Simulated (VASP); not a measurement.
Runs of VASP 6.6.1 on RuSe. The structure is cubic, space group Fm-3m (No. 225). The conventional cell has a = 5.355 Å, b = 5.355 Å, c = 5.355 Å, α = 90.00°, β = 90.00°, γ = 90.00°. Around Ru (site symmetry m-3m) lie 6 Se at 2.68 Å. Around Se (site symmetry m-3m) lie 6 Ru at 2.68 Å. The cell comes from a database or a generator and needn't be the stable form of this composition.

| level | potentials or basis | spin | U | gap on the mesh (eV) | pressure (GPa) | moment (μB) |
| --- | --- | --- | --- | --- | --- | --- |
| r2SCAN+U | VASP PAW PBE potentials, release 64 (Ru_pv, Se) | collinear, random start | Ru d U = 3 eV | none | -2.2 | 2.44 |
| LDA | VASP PAW LDA potentials, release 64 (Ru_pv, Se) | collinear, random start | - | none | -19.0 | 1.13 |
| LDA+U | VASP PAW LDA potentials, release 64 (Ru_pv, Se) | collinear, ferromagnetic start | Ru d U = 2 eV | none | (b) | 0.99 |
| LDA | VASP PAW LDA potentials, release 64 (Ru_pv, Se) | non-collinear, random start | - | none | -20.5 | 0.06 |
| r2SCAN+U | VASP PAW PBE potentials, release 64 (Ru_pv, Se) | collinear, ferromagnetic start | Ru d U = 4 eV | none | (a) | 3.45 |

Alike in all rows: task single point; cell as given; k mesh 6 × 6 × 6; cutoff (eV) 520; smearing gaussian 0.05 eV.

Q: Estimate the missing entries.

A: (a) 7.0; (b) -19.2.

Caveats: the PAW data sets were made with another functional, which shifts forces and pressure a little (some runs); so large a pressure means that the cell lies far from this level's equilibrium, or that cutoff or potentials fall short (some runs).

A k mesh can miss the band edges, and the runs leave out spin-orbit coupling on Ru, Se.

A gap of «none» marks a metal or a gap under the smearing width.

Not every run made on this cell is shown here.
